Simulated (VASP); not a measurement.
The cell holds one Y (hcp) (0 0 0 1) slab, with vacuum along c, ions free to move until forces fall under 0.03 eV/Å, no reconstruction beyond this cell, dipole correction on.

Here is the system:

```
CELL_PARAMETERS angstrom
      3.68437     0.00000     0.00000
     -1.84219     3.19076     0.00000
      0.00000     0.00000    26.21039
ATOMIC_POSITIONS crystal
  Y  0.66667 0.33333 0.44493
  Y  0.33333 0.66667 0.33785
  Y  0.66667 0.33333 0.66215
  Y  0.33333 0.66667 0.55507
```

The numbers are results of r2SCAN meta-GGA, VASP's PBE PAW potentials (set 64) (plane waves; VASP), not measurements. Run with 400 eV cut-off, 9×9×1 Γ-centred mesh, first-order Methfessel-Paxton smearing of 0.10 eV, potentials Y_sv.

Slab and bulk use different k-meshes, so the surface energy is good to a few per cent at best.

Q: Predict its surface energy, work function, band gap (on the k-mesh).

A: 
| Item | Result |
|---|---|
| surface energy | 68 meV/Å² |
| work function | 3.20 eV |
| band gap (on the k-mesh) | none (metal, semimetal or under 0.01 eV) |

The cell is a thin slab with vacuum, built from Y (hcp): (001) face.
